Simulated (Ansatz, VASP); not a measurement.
## PH4Cl: VASP beside Ansatz

Wanted: the spread between two codes on one cell, functional and k mesh. The cell is taken from a series of runs on this material, whose earlier steps may have relaxed, scaled, displaced or heated it; both programs get it as it stands.

Method: plane waves, with VASP 6.6.1 beside it; dielectric response at PBE, in Ansatz 0.2.0.

The structure was built from a prototype and need not be the compound's stable phase.

**1. The structure**

It takes space group P-43m (No. 215, cubic). The conventional cell has a = 4.301 Å, b = 4.301 Å, c = 4.301 Å, α = 90.00°, β = 90.00°, γ = 90.00°. Nearest to Cl lie 4 H at 2.30 Å. Nearest to P lie 4 H at 1.43 Å. Nearest to H lie 1 P at 1.43 Å. As first built, before any earlier steps moved the atoms (in the runner's words): all Br replaced by Cl and N replaced by P in the P-43m structure of H4BrN. Farther neighbours and most contacts between anions are not listed.

**2. Ansatz: dielectric response, PBE**

Ansatz runs on its default PAW (the set named soft_2) files.

The response to a field tests empty states and converges slowly with the mesh.

Contents of input.yaml:

```yaml
crystal:
  lattice:
    - [4.3009083819, 0.0, 0.0]
    - [0.0, 4.3009083819, 0.0]
    - [0.0, 0.0, 4.3009083819]
  atoms:
    - { symbol: Cl, position: [0.5, 0.5, 0.5] }
    - { symbol: P, position: [0.0, 0.0, 0.0] }
    - { symbol: H, position: [0.8080874739, 0.1919125261, 0.8080874739] }
    - { symbol: H, position: [0.8080874739, 0.8080874739, 0.1919125261] }
    - { symbol: H, position: [0.1919125261, 0.8080874739, 0.8080874739] }
    - { symbol: H, position: [0.1919125261, 0.1919125261, 0.1919125261] }
kpoints:
  mp_grid: { grid: [5, 5, 5] }
scf:
  occupations: { method: fixed }
hamiltonian:
  xc: pbe
  pseudopotentials: { kind: paw }
dielectric: {}
```

On the command line:

```console
$ ansatz run input.yaml --threads 2 --pin off --max-ram 5120MiB --backend cpu --events-out ev --progress --plain --runs-dir out
```

Numbers of over 12 decimals in the logs are rounded to 6 here.

Output:

```text
Engine: ansatz 0.2.0, x86_64-unknown-linux-gnu
Pseudopotentials: kind: paw
Pseudopotential: Cl, paw, valence charge 7, recommended cutoff 420 eV (normal), Cl.paw.azcp
Pseudopotential: P, paw, valence charge 5, recommended cutoff 420 eV (normal), P.paw.azcp
Pseudopotential: H, paw, valence charge 1, recommended cutoff 420 eV (normal), H.paw.azcp
Functional definition: PBE
  parameter kappa = 0.804
  parameter beta = 0.066725
  exchange = pbe_x(kappa = kappa, mu = beta*pi^2/3)
  correlation = pbe_c(beta = beta)
Crystal: 6 atoms, lattice volume = 79.557 Å³
Basis set: ecut = 420 eV, 1551 PW (Γ), exchange–correlation on 60×60×60 points (8 copies of the dense FFT grid, shifted against one another)
Bands: 14, of which v1, the nominal top of the filled ones, is band 8 counted from 1 (7 counted from 0)
Symmetry: 24 space group operations
k-points: 27 of 125 (irreducible under 4 space group operations, time reversal used)
Non-local potential: Cl, projectors of the file, l = 0: 2, l = 1: 2, l = 2: 2
Non-local potential: P, projectors of the file, l = 0: 2, l = 1: 2, l = 2: 2
Non-local potential: H, projectors of the file, l = 0: 2, l = 1: 1
PAW form: soft (Blöchl's): semilocal exchange-correlation on the pseudo side does not see the compensation charge
PAW one-centre angular grid: Cl, 110 points (default); XC on 64 Gauss nodes
PAW one-centre angular grid: P, 110 points (default); XC on 64 Gauss nodes
PAW one-centre angular grid: H, 110 points (default); XC on 64 Gauss nodes
Initial density: superposition of atomic densities (neutral atoms: chi_scale 0, normalization atom), corrected by the library's trained network
Initial wavefunctions: pseudopotential atomic-orbital guess
Functional: x = pbe(κ = 0.804, μ = 0.219515), c = pbe(β = 0.066725)
SCF iter   1: F=—  HF=-1900.012993 eV  |F-HF|=—  |Δ(HF+E_count)|=         —  Δρ=5.90e-3  dr2=8.55e-2  ethr=1.77e-3  ⟨swp⟩=5.0  Hψ=2149  notcnv=0  defer=78
preconditioner: auto → Resta (q_TF=auto, 2.088 Å⁻¹)  ε∞=2.9  [insulator: Δε(μ)=5.130 eV  Ē_g=11.951 eV  n_scr=18 (ndim 8)  ℏωp=16.7 eV  f_vac=0.000  ε∞_Penn≈2.9]
SCF iter   2: F=—  HF=-1899.986248 eV  |F-HF|=—  |Δ(HF+E_count)|=   2.67e-2  Δρ=2.47e-3  dr2=1.10e-2  ethr=5.34e-4  ⟨swp⟩=2.1  Hψ=666  notcnv=0  defer=96
SCF iter   3: F=—  HF=-1899.983146 eV  |F-HF|=—  |Δ(HF+E_count)|=   3.10e-3  Δρ=9.61e-4  dr2=1.29e-3  ethr=6.90e-5  ⟨swp⟩=3.1  Hψ=606  notcnv=0  defer=104
SCF iter   4: F=—  HF=-1899.983236 eV  |F-HF|=—  |Δ(HF+E_count)|=   9.03e-5  Δρ=2.71e-4  dr2=6.44e-5  ethr=8.07e-6  ⟨swp⟩=2.8  Hψ=599  notcnv=0  defer=101
SCF iter   5: F=—  HF=-1899.983296 eV  |F-HF|=—  |Δ(HF+E_count)|=   5.96e-5  Δρ=4.73e-5  dr2=1.81e-6  ethr=4.03e-7  ⟨swp⟩=2.2  Hψ=555  notcnv=0  defer=96
SCF iter   6: F=—  HF=-1899.983298 eV  |F-HF|=—  |Δ(HF+E_count)|=   2.57e-6  Δρ=7.61e-6  dr2=3.63e-8  ethr=1.13e-8  ⟨swp⟩=2.1  Hψ=550  notcnv=0  defer=90
SCF iter   7: F=—  HF=-1899.983298 eV  |F-HF|=—  |Δ(HF+E_count)|=   9.34e-8  Δρ=1.09e-6  dr2=6.94e-10  ethr=2.27e-10  ⟨swp⟩=2.0  Hψ=542  notcnv=0  defer=90
SCF iter   8: F=-1899.983298 eV  HF=-1899.983298 eV  |F-HF|=9.09e-12  |Δ(HF+E_count)|=  5.76e-10  Δρ=1.17e-7  dr2=6.19e-12  ethr=1.00e-12  ⟨swp⟩=10.1  Hψ=2210  notcnv=0
SCF 1 converged in 8 iterations: F = -1899.983298 eV  dr2 = 6.19e-12
  greatest PAW one-centre occupation: 0.907 electrons in one spin orbital (limit 2), on the Cl atom at site 0 (counted from 0), in its partial waves of l = 0
NSCF: frozen V_eff on 5 k-points
DFPT response loops at Γ: preconditioner auto → none (the input reference at scf.mixing.eps_inf says where Resta's filter doesn't serve); β = 0.50; Broyden in place of MSR1
── the response to a field inside a basis, on 6×6×6 k-points: an SCF that follows is theirs, and a resumed run solves both again ──
Bands: 9, of which v1, the nominal top of the filled ones, is band 8 counted from 1 (7 counted from 0)
k-points: 10 of 216 (time reversal used)
Initial density: handed on by an earlier stage of this run
Initial wavefunctions: pseudopotential atomic-orbital guess (no wavefunctions were taken with the density)
Eigensolver: Dense (10 Hₖ)
SCF iter   1: F=—  HF=-1899.981529 eV  |F-HF|=—  |Δ(HF+E_count)|=         —  Δρ=1.44e-4  dr2=3.80e-6  ethr=1.00e-1
preconditioner: auto → Resta (q_TF=auto, 2.088 Å⁻¹)  ε∞=3.6  [insulator: Δε(μ)=4.832 eV  Ē_g=10.262 eV  n_scr=18 (ndim 8)  ℏωp=16.7 eV  f_vac=0.000  ε∞_Penn≈3.6]
SCF iter   2: F=—  HF=-1899.981532 eV  |F-HF|=—  |Δ(HF+E_count)|=   3.49e-6  Δρ=7.62e-5  dr2=1.08e-6  ethr=2.37e-8
SCF iter   3: F=-1899.981534 eV  HF=-1899.981534 eV  |F-HF|=4.83e-9  |Δ(HF+E_count)|=   1.50e-6  Δρ=2.70e-6  dr2=6.49e-9  ethr=6.77e-9
SCF 1 converged in 3 iterations: F = -1899.981534 eV  dr2 = 6.49e-9
DFPT response loops at Γ: mixed as the last ones told, above
SCF converged after 8 iterations
Free energy (F): -1899.983298 eV
Harris-Foulkes:  -1899.983298 eV  (|F-HF|=9.09e-12)
Internal energy: -1899.983298 eV  (E = F + TS)
E sigma→0 (E₀):  -1899.983298 eV
Fermi energy:    0.181387 eV
--- Per-component energies (eV) ---
  E_band       = -75.569565
  E_kinetic    = 283.116053
  E_local      = -450.670425  (includes V_loc(G=0)·N_el)
  E_nonlocal   = 68.739012
  E_hartree    = 128.806034
  E_xc         = -203.389329
  E_vxc        = -227.440175  (∫ρ·V_xc dr)
  E_paw        = -1230.731040  (= ΣΔE_a)
  E_vpaw       = -6.921665  (= ΣTr[D̂ρ^β])
  E_aug_tail   = -0.004432  (compensation charges beyond the density's cutoff)
  E_ewald      = -495.849171
  E_smearing   = -0.000000  (= −TS)
  E_closure    = -0.000000  (closes the sum)
  Σ components = -1899.983298   (vs F -1899.983298, Δ=0.00e0)
--- Band table (eV; the first three rows and the last of 27) ---
  k-point 0: bands = [... 4 lower, -4.4036, 0.1814, 0.1814, 0.1814, 5.2117, 6.1860, 6.1860, 6.7753, ... 2 higher]
  k-point 1: bands = [... 4 lower, -4.3438, -0.2303, 0.0552, 0.0552, 5.8816, 6.4182, 6.4532, 6.7532, ... 2 higher]
  k-point 2: bands = [... 4 lower, -4.2402, -0.7879, -0.1556, -0.1556, 6.6762, 6.7564, 6.7564, 7.1190, ... 2 higher]
  k-point 26: bands = [... 4 lower, -4.7708, -0.7182, -0.7182, -0.5561, 5.5445, 6.1260, 6.1260, 8.2877, ... 2 higher]
--- Dielectric response (ions clamped): 3 representative field directions + reference, inside a basis on a mesh of 216 k-points (Σ response iterations 12) ---
  ε∞ (high-frequency dielectric tensor):
        3.349073    -0.000000    -0.000000
       -0.000000     3.349073    -0.000000
       -0.000000    -0.000000     3.349073
  Born effective charges Z* (e; rows j = field, columns β = displacement):
    site 0:
        -1.64129   -0.00000   -0.00000
        -0.00000   -1.64129    0.00000
        -0.00000    0.00000   -1.64129
    site 1:
         0.63342   -0.00000    0.00000
         0.00000    0.63342    0.00000
        -0.00000    0.00000    0.63342
    site 2:
         0.25197   -0.42654    0.42654
        -0.42654    0.25197   -0.42654
         0.42654   -0.42654    0.25197
    site 3:
         0.25197    0.42654   -0.42654
         0.42654    0.25197   -0.42654
        -0.42654   -0.42654    0.25197
    site 4:
         0.25197   -0.42654   -0.42654
        -0.42654    0.25197    0.42654
        -0.42654    0.42654    0.25197
    site 5:
         0.25197    0.42654    0.42654
         0.42654    0.25197    0.42654
         0.42654    0.42654    0.25197
  Z* charge neutrality: 4.177e-4 e pre-enforcement
  solved inside a basis spanned on kpoints, on 6×6×6 k-points, its susceptibility summed on 10×10×10: ε∞ is read to err by 8.2e-3, Z* by 7.9e-3 e (field_mesh: kpoints solves on kpoints); Z* is corrected for what the basis lacks
```

In the SCF lines HF is the Harris–Foulkes energy and dr2 the Hartree energy of the density residual, in eV; the loop may stop once dr2 is under the threshold and the program's other checks hold. Hψ counts applications of the Hamiltonian.

(Part 1 of 2 ends here.)

[Lines on the potential files, build, host, timing and source positions are cut from VASP's logs without a mark.]

[Logs are printed without paths, hosts, clocks, repeated set-up lines and the standing remarks that a program may print on its own settings, such as how far it seeks lower states.]

[Hosts, paths, dates, database ids (printed as entryN), source tags and the programs' standing remarks are cut or masked in the printed files.]
